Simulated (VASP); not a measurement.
Energy against volume of Ir (fcc). Computed with PBEsol GGA, VASP's PBE PAW potentials (set 64) (plane waves; VASP).

| V (Å³/atom) | E (eV/atom) |
|---|---|
| 13.234 | -9.73685 |
| 13.657 | -9.79171 |
| 14.079 | -9.80938 |
| 14.501 | -9.79606 |
| 14.924 | -9.75694 |

Q: Fit a third-order Birch-Murnaghan equation of state.

A: 
```yaml
volume_per_atom: 14.10 Å^3/atom
bulk_modulus: 388 GPa
pressure_derivative_of_the_bulk_modulus: 5.09
lattice_constant_a: 3.835 Å
```

Measured: bulk modulus 365 GPa at 0 K (computed value off by +6.4 %), as given by H. Levämäki et al., Physical Review B (2014), arXiv:1402.3671 [corrected for temperature and zero-point phonon effects]; a 3.831 Å at 0 K (computed value off by +0.1 %), as given by Daniel Mejia-Rodriguez et al., Physical Review B (2018), arXiv:1807.09216 [static lattice: zero-point anharmonic expansion removed].

The compound is Ir in the fcc structure. It was relaxed first.
